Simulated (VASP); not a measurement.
Method: SCAN meta-GGA, VASP's PBE PAW potentials (set 64) (plane waves; VASP).

VASP input:

### POSCAR
```
SnO
1.0
  3.7906337445   0.0000000000   0.0000000000
  0.0000000000   3.7906337445   0.0000000000
  0.0000000000   0.0000000000   4.6922624935
Sn O
2 2
direct
  0.5000000000   1.0000000000   0.7516128518
  0.0000000000   0.5000000000   0.2483871482
  0.5000000000   0.5000000000   0.0000000000
  0.0000000000   0.0000000000   0.0000000000
```

INCAR:
```
SYSTEM  =  SnO
PREC  =  Accurate; ENCUT  =  520; LREAL  =  .FALSE.
LASPH  =  .TRUE.
EDIFF  =  1E-6; NELM  =  100; ALGO  =  Normal
LMAXMIX  =  4; LMIXTAU  =  .TRUE.
ISMEAR  =  1; SIGMA  =  0.1
METAGGA  =  SCAN
IBRION  =  2; NSW  =  60; ISIF  =  3
EDIFFG  =  -0.02
LWAVE  =  .FALSE.; LCHARG  =  .FALSE.
```

KPOINTS:
```
Automatic mesh
0
Gamma
7 7 6
0 0 0
```

POTCAR, in this order: Sn_d O (PBE.64 set). Program: vasp_std.

What VASP printed:

OSZICAR:
```
...
DAV:  11    -0.895550614708E+02    0.44923E-05   -0.15816E-05  2304   0.427E-02    0.151E-03
DAV:  12    -0.895550609453E+02    0.52544E-06   -0.11945E-06  1448   0.158E-02
   5 F= -.89555061E+02 E0= -.89555123E+02  d E =-.304245E-02
       N       E                     dE             d eps       ncg     rms          rms(c)
DAV:   1    -0.895711878295E+02   -0.16126E-01   -0.47415E-01  2344   0.103E+01    0.796E-01
DAV:   2    -0.895580402638E+02    0.13148E-01   -0.71934E-02  2344   0.294E+00    0.271E-01
DAV:   3    -0.895554568825E+02    0.25834E-02   -0.85717E-03  2256   0.162E+00    0.108E-01
DAV:   4    -0.895551257788E+02    0.33110E-03   -0.77849E-03  2248   0.147E+00    0.403E-02
DAV:   5    -0.895554825537E+02   -0.35677E-03   -0.59696E-03  1920   0.984E-01    0.264E-02
DAV:   6    -0.895555314646E+02   -0.48911E-04   -0.26210E-03  1936   0.588E-01    0.159E-02
DAV:   7    -0.895555288181E+02    0.26464E-05   -0.23985E-03  1928   0.532E-01    0.139E-02
DAV:   8    -0.895553306766E+02    0.19814E-03   -0.15798E-04  1968   0.134E-01    0.978E-03
DAV:   9    -0.895553176125E+02    0.13064E-04   -0.29800E-05  2288   0.725E-02    0.437E-03
DAV:  10    -0.895552776385E+02    0.39974E-04   -0.10385E-04  1944   0.109E-01    0.165E-03
DAV:  11    -0.895552780787E+02   -0.44017E-06   -0.33559E-06  1928   0.183E-02
   6 F= -.89555278E+02 E0= -.89555335E+02  d E =-.325958E-02
       N       E                     dE             d eps       ncg     rms          rms(c)
DAV:   1    -0.895684422067E+02   -0.13165E-01   -0.61352E-01  2872   0.767E+00    0.641E-01
DAV:   2    -0.895586483361E+02    0.97939E-02   -0.42950E-02  2080   0.218E+00    0.302E-01
DAV:   3    -0.895572480897E+02    0.14002E-02   -0.92266E-03  2216   0.139E+00    0.127E-01
DAV:   4    -0.895567732118E+02    0.47488E-03   -0.10500E-02  2048   0.144E+00    0.424E-02
DAV:   5    -0.895575495095E+02   -0.77630E-03   -0.89552E-03  1936   0.119E+00    0.234E-02
DAV:   6    -0.895574125437E+02    0.13697E-03   -0.30920E-03  1936   0.644E-01    0.151E-02
DAV:   7    -0.895573189691E+02    0.93575E-04   -0.15970E-03  1936   0.434E-01    0.109E-02
DAV:   8    -0.895571811243E+02    0.13784E-03   -0.26398E-04  1952   0.176E-01    0.606E-03
DAV:   9    -0.895572140320E+02   -0.32908E-04   -0.44048E-05  2064   0.694E-02    0.284E-03
DAV:  10    -0.895571956920E+02    0.18340E-04   -0.48128E-05  1968   0.714E-02    0.123E-03
DAV:  11    -0.895571965136E+02   -0.82157E-06   -0.16246E-06  1880   0.142E-02
   7 F= -.89557197E+02 E0= -.89557250E+02  d E =-.191843E-02
       N       E                     dE             d eps       ncg     rms          rms(c)
DAV:   1    -0.896582557492E+02   -0.10106E+00   -0.54736E+00  2808   0.233E+01    0.188E+00
DAV:   2    -0.895701716525E+02    0.88084E-01   -0.35615E-01  2120   0.622E+00    0.884E-01
DAV:   3    -0.895596365302E+02    0.10535E-01   -0.83131E-02  2216   0.408E+00    0.369E-01
DAV:   4    -0.895483292944E+02    0.11307E-01   -0.66776E-02  2064   0.354E+00    0.121E-01
DAV:   5    -0.895601310071E+02   -0.11802E-01   -0.39721E-02  1968   0.240E+00    0.642E-02
DAV:   6    -0.895610319842E+02   -0.90098E-03   -0.15119E-02  1936   0.146E+00    0.403E-02
DAV:   7    -0.895604832259E+02    0.54876E-03   -0.11178E-02  1928   0.117E+00    0.282E-02
DAV:   8    -0.895594627949E+02    0.10204E-02   -0.22600E-03  1968   0.527E-01    0.167E-02
DAV:   9    -0.895598159861E+02   -0.35319E-03   -0.61855E-04  1992   0.259E-01    0.800E-03
DAV:  10    -0.895595411923E+02    0.27479E-03   -0.45520E-04  2000   0.213E-01    0.308E-03
DAV:  11    -0.895595151870E+02    0.26005E-04   -0.89441E-05  2088   0.112E-01    0.190E-03
DAV:  12    -0.895595160418E+02   -0.85480E-06   -0.34713E-06  1856   0.199E-02
   8 F= -.89559516E+02 E0= -.89559564E+02  d E =-.423796E-02
       N       E                     dE             d eps       ncg     rms          rms(c)
DAV:   1    -0.895717351633E+02   -0.12220E-01   -0.27567E-01  2368   0.873E+00    0.679E-01
DAV:   2    -0.895618255881E+02    0.99096E-02   -0.38653E-02  2512   0.224E+00    0.235E-01
DAV:   3    -0.895598758784E+02    0.19497E-02   -0.40351E-03  2312   0.132E+00    0.930E-02
DAV:   4    -0.895595383549E+02    0.33752E-03   -0.37588E-03  2032   0.113E+00    0.257E-02
DAV:   5    -0.895597147533E+02   -0.17640E-03   -0.16637E-03  1984   0.514E-01    0.174E-02
DAV:   6    -0.895597710979E+02   -0.56345E-04   -0.55136E-04  1920   0.261E-01    0.790E-03
DAV:   7    -0.895596963142E+02    0.74784E-04   -0.81221E-04  1920   0.309E-01    0.101E-02
DAV:   8    -0.895596421279E+02    0.54186E-04   -0.10133E-04  1920   0.104E-01    0.805E-03
DAV:   9    -0.895596387603E+02    0.33676E-05   -0.81661E-06  2360   0.396E-02    0.322E-03
DAV:  10    -0.895596399240E+02   -0.11636E-05   -0.16785E-05  2160   0.474E-02    0.187E-03
DAV:  11    -0.895596342448E+02    0.56792E-05   -0.48389E-06  1656   0.262E-02    0.136E-03
DAV:  12    -0.895596338428E+02    0.40198E-06   -0.29375E-07  1016   0.626E-03
   9 F= -.89559634E+02 E0= -.89559681E+02  d E =-.117801E-03
       N       E                     dE             d eps       ncg     rms          rms(c)
DAV:   1    -0.895615787707E+02   -0.19445E-02   -0.41240E-02  2368   0.341E+00    0.262E-01
DAV:   2    -0.895600454881E+02    0.15333E-02   -0.57342E-03  2496   0.859E-01    0.906E-02
DAV:   3    -0.895597355734E+02    0.30991E-03   -0.60551E-04  2304   0.503E-01    0.359E-02
DAV:   4    -0.895596881878E+02    0.47386E-04   -0.59963E-04  2032   0.442E-01    0.986E-03
DAV:   5    -0.895597164052E+02   -0.28217E-04   -0.26553E-04  1944   0.202E-01    0.670E-03
DAV:   6    -0.895597461557E+02   -0.29751E-04   -0.95483E-05  1920   0.108E-01    0.306E-03
DAV:   7    -0.895597439735E+02    0.21822E-05   -0.12170E-04  1920   0.118E-01    0.390E-03
DAV:   8    -0.895597388015E+02    0.51721E-05   -0.92320E-06  1952   0.309E-02    0.314E-03
DAV:   9    -0.895597404515E+02   -0.16500E-05   -0.10615E-06  1352   0.152E-02    0.120E-03
DAV:  10    -0.895597409298E+02   -0.47834E-06   -0.22187E-06  1352   0.158E-02
  10 F= -.89559741E+02 E0= -.89559788E+02  d E =-.224888E-03
       N       E                     dE             d eps       ncg     rms          rms(c)
DAV:   1    -0.895598104715E+02   -0.70020E-04   -0.14745E-03  2400   0.643E-01    0.496E-02
DAV:   2    -0.895597496267E+02    0.60845E-04   -0.20985E-04  2488   0.163E-01    0.171E-02
DAV:   3    -0.895597362876E+02    0.13339E-04   -0.22778E-05  2272   0.960E-02    0.679E-03
DAV:   4    -0.895597346077E+02    0.16799E-05   -0.24083E-05  2056   0.875E-02    0.187E-03
DAV:   5    -0.895597364271E+02   -0.18194E-05   -0.12091E-05  1920   0.433E-02    0.125E-03
DAV:   6    -0.895597394443E+02   -0.30172E-05   -0.42284E-06  1584   0.231E-02    0.569E-04
DAV:   7    -0.895597407970E+02   -0.13527E-05   -0.44344E-06  1600   0.221E-02    0.758E-04
DAV:   8    -0.895597409764E+02   -0.17938E-06   -0.23258E-07   984   0.540E-03
  11 F= -.89559741E+02 E0= -.89559788E+02  d E =-.224935E-03
       N       E                     dE             d eps       ncg     rms          rms(c)
DAV:   1    -0.895600539455E+02   -0.31315E-03   -0.29255E-02  2800   0.160E+00    0.105E-01
DAV:   2    -0.895598797145E+02    0.17423E-03   -0.15238E-03  2368   0.484E-01    0.474E-02
DAV:   3    -0.895598475339E+02    0.32181E-04   -0.52512E-04  2272   0.343E-01    0.152E-02
DAV:   4    -0.895598948368E+02   -0.47303E-04   -0.77961E-04  1936   0.363E-01    0.728E-03
DAV:   5    -0.895598080671E+02    0.86770E-04   -0.39082E-04  1920   0.242E-01    0.434E-03
DAV:   6    -0.895597990431E+02    0.90240E-05   -0.27010E-05  2096   0.526E-02    0.254E-03
DAV:   7    -0.895597985030E+02    0.54006E-06   -0.19147E-05  1928   0.439E-02    0.167E-03
DAV:   8    -0.895597959626E+02    0.25404E-05   -0.43588E-06  1616   0.231E-02    0.117E-03
DAV:   9    -0.895597962030E+02   -0.24038E-06   -0.50684E-07  1488   0.884E-03
  12 F= -.89559796E+02 E0= -.89559842E+02  d E =-.552266E-04
```

**OUTCAR**
```
------------------------ aborting loop because EDIFF is reached ----------------------------------------
  FORCE on cell =-STRESS in cart. coord.  units (eV):
  Direction    XX          YY          ZZ          XY          YZ          ZX
  --------------------------------------------------------------------------------------
  Total        0.0056498      0.0056498      0.0008956      0.0000000      0.0000000      0.0000000
  in kB        0.1293655      0.1293655      0.0205059      0.0000000      0.0000000      0.0000000
  external PRESSURE =       0.0930789 kB  Pullay stress =       0.0000000 kB
  volume of cell :       69.97
      direct lattice vectors                 reciprocal lattice vectors
     3.803081688  0.000000000  0.000000000     0.262944654  0.000000000  0.000000000
     0.000000000  3.803081688  0.000000000     0.000000000  0.262944654  0.000000000
     0.000000000  0.000000000  4.837875983     0.000000000 -0.000000000  0.206702281
 POSITION                                       TOTAL-FORCE (eV/Angst)
 -----------------------------------------------------------------------------------
      1.90154      0.00000      3.68266         0.000000      0.000000     -0.005525
      0.00000      1.90154      1.15522        -0.000000      0.000000      0.005525
      1.90154      1.90154      4.83788        -0.000000      0.000000      0.000000
      0.00000      0.00000      4.83788        -0.000000     -0.000000      0.000000
 -----------------------------------------------------------------------------------
    total drift:                                0.000000     -0.000000     -0.000000
  FREE ENERGIE OF THE ION-ELECTRON SYSTEM (eV)
  ---------------------------------------------------
  free  energy   TOTEN  =       -89.5597962030 eV

  energy  without entropy=      -89.5599324354  energy(sigma->0) =      -89.55984161

 reached required accuracy - stopping structural energy minimisation
```
(Selected blocks of OUTCAR.)

**CONTCAR**
```
SnO
   1.00000000000000
     3.8030816882841507    0.0000000000000000    0.0000000000000000
     0.0000000000000000    3.8030816882841507    0.0000000000000000
     0.0000000000000000    0.0000000000000000    4.8378759832202967
  Sn              O
     2     2
Direct
     0.5000000000000000    0.0000000000000000    0.7612139621124959
     0.0000000000000000    0.5000000000000000    0.2387860378875041
     0.5000000000000000    0.5000000000000000    1.0000000000000000
     0.0000000000000000    0.0000000000000000    1.0000000000000000
```

Energy and stress use the plane-wave basis of the starting cell.

The compound is SnO in the litharge structure. This run relaxes it. Symmetry was kept, so distortions that lower it aren't found. The start is the result of an earlier pass.
